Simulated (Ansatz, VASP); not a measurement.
# Co (Co(10-10)) in two plane-wave programs, part 2 of 2

One calculation is typed for both programs; each brings its own data sets and cutoff. How far apart do they land?

VASP 6.6.1 and Ansatz 0.2.0.

So far: The structure; Ansatz: single point, PBEsol.

### Step 3. VASP: single point, PBEsol

Level of this step: PBEsol, spin-polarised from a ferromagnetic start; plane waves and PAW (Co) (VASP).

The same cell, functional, mesh and smearing now go to VASP, with its own data sets and cutoff.

Lines of VASP's logs that name or quote its potential files are left out, and so is its time.

The input, INCAR:

```
SYSTEM = Co
PREC = Normal
ENCUT = 320
EDIFF = 1E-06
NELM = 120
ISMEAR = 1
SIGMA = 0.15
LREAL = .FALSE.
ALGO = Fast
GGA = PS
NBANDS = 86
ISPIN = 2
MAGMOM = 2 2 2 2 2 2 2 2 2 2 2 2
LASPH = .TRUE.
LMAXMIX = 4
LORBIT = 11
LWAVE = .FALSE.
LCHARG = .TRUE.
KPAR = 4
IDIPOL = 3
LDIPOL = .TRUE.
DIPOL = 0.5 0.5 0.5
LVHAR = .TRUE.
LVACPOTAV = .TRUE.
NEDOS = 1500
```

The input, POSCAR:

```
Co
1.0
    2.4531912211      0.0000000000      0.0000000000
    0.0000000000      3.9611132850      0.0000000000
    0.0000000000      0.0000000000     26.3308048950
Co
12
Direct
    0.0000000000      0.0000000000      0.2876167739
    0.5000000000      0.0000000000      0.3654150150
    0.5000000000      0.5000000000      0.3109534666
    0.0000000000      0.0000000000      0.4463649470
    0.0000000000      0.5000000000      0.3918255862
    0.5000000000      0.0000000000      0.5270888644
    0.5000000000      0.5000000000      0.4729111356
    0.0000000000      0.0000000000      0.6081744138
    0.0000000000      0.5000000000      0.5536350530
    0.5000000000      0.0000000000      0.6890465334
    0.5000000000      0.5000000000      0.6345849850
    0.0000000000      0.5000000000      0.7123832261
```

The input, KPOINTS:

```
Automatic mesh
0
Gamma
12 8 1
0 0 0
```

Potentials, in the order of the species: Co (PBE family, release 64).

The run is started by

```console
$ mpirun -np 4 vasp_std
```

Numbers of over 12 decimals in the logs are rounded to 6 here.

The program printed:

```text
[banner, memory and clock lines left out]
running    4 mpi-ranks, on    1 nodes
 distrk:  each k-point on    1 cores,    4 groups
 distr:  one band on    1 cores,    1 groups

 POSCAR found type information on POSCAR Co
 POSCAR found :  1 types and      12 ions
|                                                                             |
|               ----> ADVICE to this user running VASP <----                  |
|                                                                             |
|     You enforced a specific xc type in the INCAR file but a different       |
|     [... a line on the potential file left out ...]
|     I HOPE YOU KNOW WHAT YOU ARE DOING!                                     |
|                                                                             |

 LDA part: xc-table for (Slater+PW92), standard interpolation
 POSCAR, INCAR and KPOINTS ok, starting setup
 FFT: planning ... GRIDC
 FFT: planning ... GRID_SOFT
 FFT: planning ... GRID
 WAVECAR not read
 entering main loop
       N       E                     dE             d eps       ncg     rms          rms(c)
DAV:   1     0.726505474559E+03    0.72651E+03   -0.35506E+04 12128   0.103E+03
DAV:   2    -0.343712523718E+02   -0.76088E+03   -0.70077E+03 12040   0.275E+02
DAV:   3    -0.102413530873E+03   -0.68042E+02   -0.60835E+02 12706   0.113E+02
DAV:   4    -0.104007990111E+03   -0.15945E+01   -0.15873E+01 13224   0.203E+01
DAV:   5    -0.104053447708E+03   -0.45458E-01   -0.45455E-01 18190   0.220E+00    0.397E+01
RMM:   6    -0.136159993529E+03   -0.32107E+02   -0.12441E+02 13711   0.632E+01    0.693E+01
RMM:   7    -0.137181267290E+03   -0.10213E+01   -0.30543E+01 13963   0.276E+01    0.736E+01
RMM:   8    -0.105972784666E+03    0.31208E+02   -0.25982E+01 13284   0.280E+01    0.596E+01
RMM:   9    -0.897971246400E+02    0.16176E+02   -0.21833E+01 13470   0.260E+01    0.345E+01
RMM:  10    -0.946846971133E+02   -0.48876E+01   -0.10798E+01 13341   0.174E+01    0.477E+01
RMM:  11    -0.827308507149E+02    0.11954E+02   -0.52506E+00 13018   0.134E+01    0.146E+01
RMM:  12    -0.858543310931E+02   -0.31235E+01   -0.16386E+00 13073   0.576E+00    0.151E+01
RMM:  13    -0.861956192494E+02   -0.34129E+00   -0.11855E+00 13269   0.583E+00    0.120E+01
RMM:  14    -0.877073745148E+02   -0.15118E+01   -0.79251E-01 13751   0.409E+00    0.124E+01
[...]
RMM:  35    -0.896991227257E+02   -0.88092E-03   -0.93241E-06 12074   0.930E-03    0.980E-03
RMM:  36    -0.896995818992E+02   -0.45917E-03   -0.43812E-06 10963   0.524E-03    0.107E-02
RMM:  37    -0.896997035815E+02   -0.12168E-03   -0.15373E-06 10144   0.479E-03    0.746E-03
RMM:  38    -0.896997812829E+02   -0.77701E-04   -0.15208E-06 10126   0.452E-03    0.398E-03
RMM:  39    -0.896998080091E+02   -0.26726E-04   -0.71796E-07  9615   0.356E-03    0.260E-03
RMM:  40    -0.896998146796E+02   -0.66705E-05   -0.21830E-07  9063   0.205E-03    0.164E-03
RMM:  41    -0.896998168486E+02   -0.21690E-05   -0.97579E-08  8791   0.142E-03    0.114E-03
RMM:  42    -0.896998176151E+02   -0.76651E-06   -0.49875E-08  8395   0.106E-03
|                                                                             |
|           W    W    AA    RRRRR   N    N  II  N    N   GGGG   !!!           |
|           W    W   A  A   R    R  NN   N  II  NN   N  G    G  !!!           |
|           W    W  A    A  R    R  N N  N  II  N N  N  G       !!!           |
|           W WW W  AAAAAA  RRRRR   N  N N  II  N  N N  G  GGG   !            |
|           WW  WW  A    A  R   R   N   NN  II  N   NN  G    G                |
|           W    W  A    A  R    R  N    N  II  N    N   GGGG   !!!           |
|                                                                             |
|     Did not find any points to average over, which means that no vacuum     |
|     field-free region was found. Please increase the size of  your cell     |
|     in the dimension of the dipole correction to obtain accurate            |
|     workfunction values.                                                    |
|                                                                             |

   1 F= -.89699818E+02 E0= -.89700972E+02  d E =0.346190E-02  mag=    19.3887
```

Parts of OUTCAR (step 3):

```text
ion  position               nearest neighbor table
   1  0.000  0.000  0.288-   2 2.39   2 2.39   3 2.41   3 2.41   3 2.41   3 2.41
   2  0.500  0.000  0.365-   1 2.39   1 2.39   5 2.43   5 2.43   5 2.43   5 2.43   3 2.45   3 2.45
                             4 2.46   4 2.46
   3  0.500  0.500  0.311-   1 2.41   1 2.41   1 2.41   1 2.41   2 2.45   2 2.45   5 2.46   5 2.46

  LATTYP: Found a simple orthorhombic cell.
 ALAT       =     2.4531912211
 B/A-ratio  =     1.6146777515
 C/A-ratio  =    10.7332867770

 Subroutine GETGRP returns: Found  8 space group operations
 (whereof  4 operations were pure point group operations)

The static configuration has the point symmetry C_2v.
 The point group associated with its full space group is D_2h.

 Found     35 irreducible k-points:

   k-points           NKPTS =     35   k-points in BZ     NKDIM =     35   number of bands    NBANDS=     86

   dimension x,y,z NGX =    12 NGY =   18 NGZ =  120
   dimension x,y,z NGXF=    24 NGYF=   36 NGZF=  240

   ENCUT  =  320.0 eV  23.52 Ry    4.85 a.u.   3.58  5.78 38.41*2*pi/ulx,y,z

   NELECT =     108.0000    total number of electrons

 k-points in reciprocal lattice and weights: Automatic mesh
   0.00000000  0.00000000  0.00000000       0.010
   0.08333333  0.00000000  0.00000000       0.021
   0.16666667  0.00000000  0.00000000       0.021
   0.25000000  0.00000000  0.00000000       0.021
   0.33333333  0.00000000  0.00000000       0.021
   0.41666667  0.00000000  0.00000000       0.021
   0.50000000  0.00000000  0.00000000       0.010
   0.00000000  0.12500000  0.00000000       0.021
   0.08333333  0.12500000  0.00000000       0.042
[...]
0.41666667  0.50000000  0.00000000       0.021
   0.50000000  0.50000000  0.00000000       0.010

 dipolmoment           0.000000      0.000000     -0.000000 electrons x Angstroem

 average (electrostatic) potential at core
       1 -85.4451       2 -85.5632       3 -85.4388       4 -85.4790       5 -85.5065
       6 -85.4737       7 -85.4737       8 -85.5065       9 -85.4790      10 -85.4388
      11 -85.5632      12 -85.4451

 E-fermi :   2.8052

 spin component 1
 k-point     1 :       0.0000    0.0000    0.0000
  band No.  band energies     occupation
    ...
     62       2.2517      1.00000
     63       2.3213      1.00002
     64       2.3807      1.00023
     65       2.3807      1.00023
     66       2.6712      1.01020
     67       3.2471     -0.00013
     68       3.7260     -0.00000
     69       4.5925     -0.00000
     70       6.1958      0.00000
     71       6.7869      0.00000
    ...

 k-point     2 :       0.0833    0.0000    0.0000
  band No.  band energies     occupation
    ...
     61       2.1789      1.00000
     62       2.2242      1.00000
     63       2.2841      1.00001
     64       2.3021      1.00001
     65       2.3140      1.00002
     66       3.0399     -0.02469
     67       4.0194     -0.00000
     68       4.0369     -0.00000
     69       5.0585     -0.00000
     70       6.5282      0.00000
    ...

 k-point     3 :       0.1667    0.0000    0.0000
  band No.  band energies     occupation
    ...
     61       2.1817      1.00000
     62       2.2114      1.00000
     63       2.2411      1.00000
     64       2.2468      1.00000
     65       2.7175      0.91307
     66       3.7548     -0.00000
     67       4.8163     -0.00000
     68       5.3408     -0.00000
     69       6.1435      0.00000
     70       7.4065      0.00000
    ...

 k-point     4 :       0.2500    0.0000    0.0000
  band No.  band energies     occupation
    ...
     60       2.1719      1.00000
     61       2.2194      1.00000
     62       2.2290      1.00000
     63       2.2559      1.00000
     64       2.3419      1.00006
     65       3.3639     -0.00000
     66       4.6325     -0.00000
     67       5.8841      0.00000
     68       6.8689      0.00000
     69       7.5398      0.00000
    ...

 k-point     5 :       0.3333    0.0000    0.0000
  band No.  band energies     occupation
    ...
     59       2.1707      1.00000
     60       2.1735      1.00000
     61       2.2295      1.00000
     62       2.2629      1.00000
     63       2.2768      1.00000
     64       2.9348     -0.00471
     65       4.1579     -0.00000
     66       5.6395     -0.00000
     67       7.0611      0.00000
     68       8.3673      0.00000
    ...

 k-point     6 :       0.4167    0.0000    0.0000
  band No.  band energies     occupation
    ...
     58       2.2170      1.00000
     59       2.2800      1.00000
     60       2.2951      1.00001
     61       2.7633      0.72637
     62       2.7918      0.57526
     63       3.1036     -0.00827
     64       3.8874     -0.00000
     65       5.0569     -0.00000
     66       5.8848      0.00000
     67       5.9243      0.00000
    ...

  Total       -2.7506598     -2.6976749     -0.6006385      0.0000000      0.0000000      0.0000000
  in kB      -17.2240258    -16.8922457     -3.7610658      0.0000000      0.0000000      0.0000000
  external PRESSURE =     -12.6257791 kB  Pullay stress =       0.0000000 kB

  energy-cutoff  :      320.00
  volume of cell :      255.87
      direct lattice vectors                 reciprocal lattice vectors
     2.453191221  0.000000000  0.000000000     0.407632308  0.000000000  0.000000000
     0.000000000  3.961113285  0.000000000     0.000000000  0.252454279  0.000000000
     0.000000000  0.000000000 26.330804895     0.000000000  0.000000000  0.037978330

 POSITION                                       TOTAL-FORCE (eV/Angst)
 -----------------------------------------------------------------------------------
      0.00000      0.00000      7.57318         0.000000      0.000000      0.012938
      1.22660      0.00000      9.62167         0.000000      0.000000      0.009707
      1.22660      1.98056      8.18766         0.000000      0.000000      0.021339
      0.00000      0.00000     11.75315         0.000000      0.000000     -0.005528
      0.00000      1.98056     10.31708         0.000000      0.000000      0.019022
      1.22660      0.00000     13.87867         0.000000      0.000000     -0.013332
      1.22660      1.98056     12.45213         0.000000      0.000000      0.013332
      0.00000      0.00000     16.01372         0.000000      0.000000     -0.019022
      0.00000      1.98056     14.57766         0.000000      0.000000      0.005528
      1.22660      0.00000     18.14315         0.000000      0.000000     -0.021339
      1.22660      1.98056     16.70913         0.000000      0.000000     -0.009707
      0.00000      1.98056     18.75762         0.000000      0.000000     -0.012938
 -----------------------------------------------------------------------------------
    total drift:                                0.000000      0.000000     -0.000000

  FREE ENERGIE OF THE ION-ELECTRON SYSTEM (eV)
  ---------------------------------------------------
  free  energy   TOTEN  =       -89.6998176151 eV

  energy  without entropy=      -89.7032795135  energy(sigma->0) =      -89.70097158

 vacuum level on the upper side and lower side of the slab         7.657         7.657

 total charge
# of ion       s       p       d       tot
------------------------------------------
    1        0.504   0.414   7.250   8.168
    2        0.515   0.577   7.289   8.381
    3        0.508   0.497   7.258   8.263
    4        0.509   0.568   7.280   8.358
    5        0.507   0.565   7.283   8.354
    6        0.509   0.569   7.280   8.358
    7        0.509   0.569   7.280   8.358
    8        0.507   0.565   7.283   8.354
    9        0.509   0.568   7.280   8.358
   10        0.508   0.497   7.258   8.263
   11        0.515   0.577   7.289   8.381
   12        0.504   0.414   7.250   8.168
--------------------------------------------------
tot          6.105   6.382  87.278  99.765

 magnetization (x)
# of ion       s       p       d       tot
------------------------------------------
    1       -0.006  -0.033   1.792   1.753
    2       -0.016  -0.051   1.671   1.604
    3       -0.015  -0.046   1.688   1.626
    4       -0.015  -0.052   1.628   1.562
    5       -0.013  -0.053   1.663   1.597
    6       -0.015  -0.052   1.636   1.568
    7       -0.015  -0.052   1.636   1.568
    8       -0.013  -0.053   1.663   1.597
    9       -0.015  -0.052   1.628   1.562
   10       -0.015  -0.046   1.688   1.626
   11       -0.016  -0.051   1.671   1.604
   12       -0.006  -0.033   1.792   1.753
--------------------------------------------------
tot         -0.162  -0.573  20.156  19.421

[... 6 further parts left out ...]
```

### Step 4. Side by side

Known differences besides the potentials themselves: the data sets hold 204 valence electrons in Ansatz (default PAW (the set named soft_2) files) and 108 in VASP; the cutoff is 420 eV in Ansatz and 320 eV in VASP (PREC = Normal); Ansatz makes its cores anew for this functional, VASP keeps those of its PBE data sets; site moments are counted in spheres of each program's own size. Total energies have different zeros and are not compared.

The two programs side by side:

| quantity | Ansatz | VASP | difference |
| --- | --- | --- | --- |
| total moment (μB) | 19.51 | 19.39 | +0.13 |
| moment on Co1 (μB) | 1.80 | 1.75 | +0.05 |
| moment on Co12 (μB) | 1.80 | 1.75 | +0.05 |
| moment on Co3 (μB) | 1.69 | 1.63 | +0.06 |
| moment on Co10 (μB) | 1.69 | 1.63 | +0.06 |
| moment on Co2 (μB) | 1.67 | 1.60 | +0.07 |
| moment on Co11 (μB) | 1.67 | 1.60 | +0.07 |
| moment on Co5 (μB) | 1.66 | 1.60 | +0.06 |
| moment on Co8 (μB) | 1.66 | 1.60 | +0.06 |
| work function, lower of the two faces (eV) | 4.88 | 4.85 | +0.02 |
| work function, higher of the two faces (eV) | 4.88 | 4.85 | +0.02 |

At this near-relaxed geometry the largest component of a force difference is 40 meV/Å. VASP's log warns that it found no field-free region in the vacuum, so its work functions are uncertain.

### Step 5. Outcome

| Property | Result |
| --- | --- |
| difference in work function, higher of the two faces (single point, PBEsol) | 0.025 eV |
| r.m.s. force difference (single point, PBEsol) | 12 meV/Å |

What this shows: The r.m.s. force difference is 12 meV/Å (single point, PBEsol), at about the 12 meV/Å picked in this series as the mark of a large difference. Such differences can come from data sets, numerical settings and the points named under the comparisons, not from the functional's error against experiment.

[Lines on the potential files, build, host, timing and source positions are cut from VASP's logs without a mark.]

[Logs are printed without paths, hosts, clocks, repeated set-up lines and the standing remarks that a program may print on its own settings, such as how far it seeks lower states.]

[Hosts, paths, dates, database ids (printed as entryN), source tags and the programs' standing remarks are cut or masked in the printed files.]
